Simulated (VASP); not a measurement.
SiC: transverse stress against strain

SiC (wurtzite, P6_3mc, 10.160 Å³/atom and stress up to 0.23 GPa in the relaxed cell, c along z) under an equal strain ε along x and y, with z held. LDA in VASP (plane waves, PAW), 600 eV, 12×12×6 Γ-centred mesh, Gaussian smearing 0.05 eV; ions are relaxed, or left where forces stay under 0.02 eV/Å, within the symmetry of each cell. Stress is positive for a compressed cell.

Here s stands for strain and y for stress zz.

| strain (%) | stress zz (GPa) |
|---|---|
| -1.50 | 2.02 |
| -1.00 | 1.34 |
| -0.50 | 0.70 |
| 0.00 | 0.16 |
| 0.50 | -0.46 |
| 1.00 | -0.99 |
| 1.50 | -1.49 |
| 3.00 | ? |

Problem. Fit y against s with a straight line, and predict the withheld value at s = 3.00.

Solution. Means: s 0, y 0.183. About the means, the sum of products is -8.1750 and the sum of squares of s is 7.0000; the slope is their ratio. Least squares gives y = 0.183 - 1.1679·s. Residuals (row less fit): 0.085, -0.011, -0.067, -0.023, -0.059, -0.005, 0.079; standard error 0.066 (degrees of freedom: 5). The slope gives the elastic constant 2C13 = 117 ± 3 GPa (± standard error of the fit, which holds the terms cut off). At the withheld row, y = 0.183 - 1.1679 × 3.0 = -3.321 GPa. The calculation gives -2.80 GPa, 0.521 GPa above the prediction (10.8 % of the range of y in the table). The row lies outside the fitted rows, so this is an extrapolation. From the scatter of the fitted rows alone, a prediction at this place has a standard error of 0.104 GPa, so the miss is 5.0 times that.

A polynomial of degree 2 through the 12 other runs of the series gives -2.77 there, so most of the miss is curvature that the fit leaves out. SiC is here the rare 2H polytype. Rows are the converged runs of the series near zero and its far end; series whose fitted rows scatter by over a few per cent of the range, as at a crossing or softening among them, aren't shown in this form, nor equations of state whose B0' disagrees with the runs' pressures. Most that stay on the fit to the last digits aren't either.
